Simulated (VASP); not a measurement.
Here is the system:

```xyz
2
Lattice="0.0000 2.9433 2.9433 2.9433 0.0000 2.9433 2.9433 2.9433 0.0000" Properties=species:S:1:pos:R:3 pbc="T T T"
Ba     0.0000     0.0000     0.0000
Te     2.9433     2.9433     2.9433
```

Computed with LDA (Ceperley-Alder, Perdew-Zunger), VASP's LDA PAW potentials (set 64) (plane waves; VASP 6.6.1). Run with 500 eV cut-off, 11×11×11 Γ-centred mesh, first-order Methfessel-Paxton smearing of 0.10 eV, potentials Ba_sv Te.

Unless said otherwise, spin-orbit coupling is left out, though it shifts the bands of the heavy elements here.

**Question.** What does the run give for the energy per atom (σ→0), pressure, band gap (on the k-mesh) with the smallest direct gap where there is one?

**Answer.** 
```json
{
 "band gap (on the k-mesh)": "none (metal, semimetal or under 0.01 eV)",
 "energy per atom (σ→0)": "-3.348 eV/atom",
 "pressure": "44.94 GPa"
}
```

The compound is BaTe in the rock salt structure. It was relaxed first under an external pressure of 45 GPa.
